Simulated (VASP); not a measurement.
Consider the following.

```
CELL_PARAMETERS angstrom
      2.86280     0.00000     0.00000
      0.00000     2.86280     0.00000
      0.00000     0.00000     2.86280
ATOMIC_POSITIONS crystal
  Al 0.50000 0.50000 0.50000
  Ni 0.00000 0.00000 0.00000
```

Calculation: PBEsol GGA, VASP's PBE PAW potentials (set 64) (plane waves; VASP). Numerical set-up: 480 eV cut-off, 12×12×12 Γ-centred mesh, first-order Methfessel-Paxton smearing of 0.10 eV, potentials Al Ni.

Energy and stress use the plane-wave basis of the starting cell.

Problem. The ions, cell shape and volume at an external pressure of 20.0 GPa are relaxed. Predict the relaxed structure.

Solution. 
```
CELL_PARAMETERS angstrom
      2.77452     0.00000     0.00000
      0.00000     2.77452     0.00000
      0.00000     0.00000     2.77452
ATOMIC_POSITIONS crystal
  Al 0.50000 0.50000 0.50000
  Ni 0.00000 0.00000 0.00000
```
Space group Pm-3m (221), at a tolerance of 0.03 Å.

Problem. How do energy and volume change from the first to the last step?

Solution. The energy (σ→0) changes by +60.4 meV/atom and the volume by -9.0 %, in 4 ionic steps.

The compound is NiAl in the CsCl type structure. This run relaxes it under an external pressure of 20 GPa. Symmetry was kept, so distortions that lower it aren't found. The run is not spin-polarised, so no magnetic state was tried. The electron count is odd and the run is not spin-polarised, which forces a metal.
